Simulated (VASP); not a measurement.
These are PBEsol GGA, VASP's PBE PAW potentials (set 64) (plane waves; VASP) values and carry that method's errors.

VASP input:

**INCAR**
```
! general
SYSTEM  = AlGaN2
PREC    = Accurate
ENCUT   = 520   ! plane-wave cut-off (eV)
LREAL   = .False.
LASPH   = .True.   ! aspherical one-centre terms

! electronic loop
EDIFF   = 1E-6
NELM    = 100
ALGO    = Normal
LMAXMIX = 4   ! l cut-off of mixed one-centre charges

! smearing
ISMEAR  = 0   ! Gaussian
SIGMA   = 0.05   ! width (eV)

! functional
GGA     = PS

! ions
IBRION  = 2
NSW     = 60   ! most ionic steps
ISIF    = 3   ! ions, shape and volume
EDIFFG  = -0.02   ! ionic stop

! output
LWAVE   = .False.
LCHARG  = .False.
```

KPOINTS:
```
Regular mesh
0
Gamma
 7 7 4
```

**POSCAR**
```
AlGaN2
1.0
  3.1454918204   0.0000000000   0.0000000000
 -1.5727459102   2.7240754418   0.0000000000
  0.0000000000   0.0000000000   5.0984859517
Al Ga N
1 1 2
Cartesian
  0.0000000000   0.0000000000   5.0966594941
  1.5727474829   0.9080242392   2.5351736187
  1.5727474829   0.9080242392   0.5748978082
  0.0000000000   0.0000000000   3.1954720766
```

POTCAR, in this order: Al Ga_d N (PBE.64 set). Program: vasp_std.

Output of the run:

**OSZICAR**
```
       N       E                     dE             d eps       ncg     rms          rms(c)
DAV:   1     0.177622881740E+03    0.17762E+03   -0.13027E+04   977   0.225E+03
DAV:   2    -0.140439186196E+02   -0.19167E+03   -0.18659E+03  1128   0.429E+02
DAV:   3    -0.324598036739E+02   -0.18416E+02   -0.18296E+02  1215   0.122E+02
DAV:   4    -0.328742903382E+02   -0.41449E+00   -0.41390E+00  1317   0.191E+01
DAV:   5    -0.328820251750E+02   -0.77348E-02   -0.77315E-02  1255   0.232E+00    0.110E+01
DAV:   6    -0.287756795843E+02    0.41063E+01   -0.18040E+01  1466   0.597E+01    0.380E+00
DAV:   7    -0.288001333765E+02   -0.24454E-01   -0.11293E+00  1057   0.100E+01    0.268E+00
DAV:   8    -0.287694957170E+02    0.30638E-01   -0.19108E-01  1476   0.623E+00    0.761E-01
DAV:   9    -0.287578777763E+02    0.11618E-01   -0.50588E-02  1429   0.409E+00    0.317E-01
DAV:  10    -0.287579548793E+02   -0.77103E-04   -0.46529E-03  1161   0.606E-01    0.129E-01
DAV:  11    -0.287580350853E+02   -0.80206E-04   -0.45219E-04  1558   0.374E-01    0.185E-02
DAV:  12    -0.287580416063E+02   -0.65210E-05   -0.72519E-05  1140   0.989E-02    0.113E-02
DAV:  13    -0.287580430183E+02   -0.14120E-05   -0.39799E-06  1246   0.214E-02    0.700E-03
DAV:  14    -0.287580429341E+02    0.84216E-07   -0.96457E-07   618   0.169E-02
   1 F= -.28758043E+02 E0= -.28758043E+02  d E =-.287580E+02
       N       E                     dE             d eps       ncg     rms          rms(c)
DAV:   1    -0.287583192571E+02   -0.27624E-03   -0.29074E-02   960   0.166E+00    0.962E-02
DAV:   2    -0.287581626304E+02    0.15663E-03   -0.10954E-03  1301   0.550E-01    0.533E-02
DAV:   3    -0.287580771380E+02    0.85492E-04   -0.14045E-04  1313   0.270E-01    0.156E-02
DAV:   4    -0.287580734681E+02    0.36699E-05   -0.35280E-05  1144   0.712E-02    0.525E-03
DAV:   5    -0.287580731582E+02    0.30995E-06   -0.27234E-06   862   0.181E-02
   2 F= -.28758073E+02 E0= -.28758073E+02  d E =-.302241E-04
       N       E                     dE             d eps       ncg     rms          rms(c)
DAV:   1    -0.287581501617E+02   -0.76694E-04   -0.51197E-03   958   0.703E-01    0.404E-02
DAV:   2    -0.287581220366E+02    0.28125E-04   -0.19245E-04  1283   0.233E-01    0.224E-02
DAV:   3    -0.287581067471E+02    0.15289E-04   -0.25285E-05  1316   0.114E-01    0.644E-03
DAV:   4    -0.287581060666E+02    0.68050E-06   -0.62689E-06  1042   0.302E-02
   3 F= -.28758106E+02 E0= -.28758106E+02  d E =-.631325E-04
```

**OUTCAR**
```
------------------------ aborting loop because EDIFF is reached ----------------------------------------
  FORCE on cell =-STRESS in cart. coord.  units (eV):
  Direction    XX          YY          ZZ          XY          YZ          ZX
  --------------------------------------------------------------------------------------
  Total       -0.0088970     -0.0088970     -0.0004443      0.0000000     -0.0000000     -0.0000000
  in kB       -0.3264084     -0.3264083     -0.0163012      0.0000000     -0.0000000     -0.0000000
  external PRESSURE =      -0.2230393 kB  Pullay stress =       0.0000000 kB
  volume of cell :       43.67
      direct lattice vectors                 reciprocal lattice vectors
     3.145861382  0.000000000  0.000000000     0.317877960  0.183526952  0.000000000
    -1.572930691  2.724395491  0.000000000     0.000000000  0.367053904  0.000000000
     0.000000000  0.000000000  5.095452663     0.000000000  0.000000000  0.196253418
 POSITION                                       TOTAL-FORCE (eV/Angst)
 -----------------------------------------------------------------------------------
      0.00000      0.00000      5.09288        -0.000000      0.000000      0.003409
      1.57293      0.90813      2.53362        -0.000000      0.000000      0.004476
      1.57293      0.90813      0.57419         0.000000      0.000000     -0.010362
      0.00000      0.00000      3.19473        -0.000000      0.000000      0.002477
 -----------------------------------------------------------------------------------
    total drift:                               -0.001544      0.000884      0.000711
  FREE ENERGIE OF THE ION-ELECTRON SYSTEM (eV)
  ---------------------------------------------------
  free  energy   TOTEN  =       -28.7581060666 eV

  energy  without entropy=      -28.7581060666  energy(sigma->0) =      -28.75810607

 reached required accuracy - stopping structural energy minimisation
```
(Selected blocks of OUTCAR.)

### CONTCAR
```
AlGaN2
   1.00000000000000
     3.1458613818519425    0.0000000000000000    0.0000000000000000
    -1.5729306909259713    2.7243954912709767    0.0000000000000000
     0.0000000000000000    0.0000000000000000    5.0954526630404882
  Al              Ga              N
     1     1     2
Direct
     0.0000000000000000    0.0000000000000000    0.9994946427704011
     0.6666669999999968    0.3333330000000032    0.4972315592257823
     0.6666669999999968    0.3333330000000032    0.1126866662932894
     0.0000000000000000    0.0000000000000000    0.6269771317105274
```

OUTCAR:
```
 val. band max:        5.6665181458   @ k =   0.0000   0.0000   0.0000

 cond. band min:       8.5059361356   @ k =   0.0000   0.0000   0.0000


 Fermi energy:         5.9412349646

 k-point     1 :       0.0000    0.0000    0.0000
  band No.  band energies     occupation
      1      -9.9943      2.00000
      2      -8.6695      2.00000
      3      -7.4300      2.00000
      4      -7.4300      2.00000
      5      -7.1500      2.00000
      6      -7.1500      2.00000
      7      -6.3798      2.00000
      8      -0.9922      2.00000
      9       4.5563      2.00000
     10       4.5563      2.00000
     11       5.5576      2.00000
     12       5.6665      2.00000
     13       5.6665      2.00000
     14       8.5059      0.00000
     15      11.1302      0.00000
     16      15.3005      0.00000
     17      16.1197      0.00000

 k-point     2 :       0.1429    0.0000    0.0000
  band No.  band energies     occupation
      1      -9.7718      2.00000
      2      -8.6000      2.00000
      3      -7.3915      2.00000
      4      -7.3910      2.00000
      5      -7.1794      2.00000
      6      -7.1508      2.00000
      7      -6.2526      2.00000
      8      -0.6882      2.00000
      9       3.4122      2.00000
     10       4.2599      2.00000
     11       4.3526      2.00000
     12       5.4252      2.00000
     13       5.4899      2.00000
     14       9.6464      0.00000
     15      12.0581      0.00000
     16      14.4823      0.00000
     17      15.0916      0.00000

 k-point     3 :       0.2857    0.0000    0.0000
  band No.  band energies     occupation
      1      -9.2672      2.00000
      2      -8.4343      2.00000
      3      -7.3164      2.00000
      4      -7.2893      2.00000
      5      -7.1382      2.00000
      6      -7.1251      2.00000
      7      -5.9608      2.00000
      8       0.1228      2.00000
      9       1.3622      2.00000
     10       2.5275      2.00000
     11       3.6698      2.00000
...
```

The structure comes from a computed database's AlGaN2 entry (P3m1); how it stands against other phases isn't given here. This run relaxes it. Symmetry was kept, so distortions that lower it aren't found. The start is the result of an earlier pass.
